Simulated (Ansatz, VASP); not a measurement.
**Be3SnS in VASP and in Ansatz**

The input INCAR:

```
SYSTEM = Be3SnS
  PREC = Accurate
  ENCUT = 520
  EDIFF = 1E-6
  ISMEAR = 0
  SIGMA = 0.05
  LREAL = .FALSE.
  LASPH = .TRUE.
  NELM = 100
  ALGO = Normal
  ISIF = 2
  LWAVE = .FALSE.
  LCHARG = .FALSE.
  GGA = CA
  NBANDS = 21
```

Contents of KPOINTS:

```
Automatic mesh
0
G
  4 4 4
  0 0 0
```

POSCAR

```
Be3SnS
1.0
    4.1222597012      0.0000000000      0.0000000000
    0.0000000000      4.1222597012      0.0000000000
    0.0000000000      0.0000000000      4.1222597012
Sn S Be
1 1 3
Direct
    0.0000000000      0.0000000000      0.0000000000
    0.5000000000      0.5000000000      0.5000000000
    0.5000000000      0.5000000000      0.0000000000
    0.5000000000      0.0000000000      0.5000000000
    0.0000000000      0.5000000000      0.5000000000
```

Input for Ansatz:

```yaml
crystal:
  lattice:
    - [4.1222597012, 0.0, 0.0]
    - [0.0, 4.1222597012, 0.0]
    - [0.0, 0.0, 4.1222597012]
  atoms:
    - { symbol: Sn, position: [0.0, 0.0, 0.0] }
    - { symbol: S, position: [0.5, 0.5, 0.5] }
    - { symbol: Be, position: [0.5, 0.5, 0.0] }
    - { symbol: Be, position: [0.5, 0.0, 0.5] }
    - { symbol: Be, position: [0.0, 0.5, 0.5] }
basis:
  ecutwfc: 420
kpoints:
  mp_grid: { grid: [4, 4, 4] }
hamiltonian:
  xc: lda
scf:
  occupations: { method: gaussian, width: 0.05 }
output:
  forces: true
  stress: true
  eigenvalues: true
```

The cell comes from a database or a generator and needn't be the stable form of this composition.

Alike in both runs: task single point; functional LDA; k mesh 4 × 4 × 4; occupations gaussian, width 0.05 eV; no spin polarisation.

|  | VASP | Ansatz |
| --- | --- | --- |
| version | VASP 6.6.1 | Ansatz 0.2.0 |
| potentials or method | VASP PAW LDA potentials, release 64 (Sn_d, S, Be) | scalar-relativistic, plane waves, PAW |
| plane-wave cutoff (eV) | 520 | 420 |
| valence electrons in the cell | 26 | 26 |

```csv
,VASP,Ansatz,Ansatz less VASP
gap on the k mesh at the Fermi level (eV),none,none,-
pressure (GPa),0.1,0.1,-0.07
```

A gap of «none» marks a metal or a gap that the smearing closes.

Caveats: the k mesh is coarse (spacing up to 0.38 Å⁻¹), so the values aren't converged.
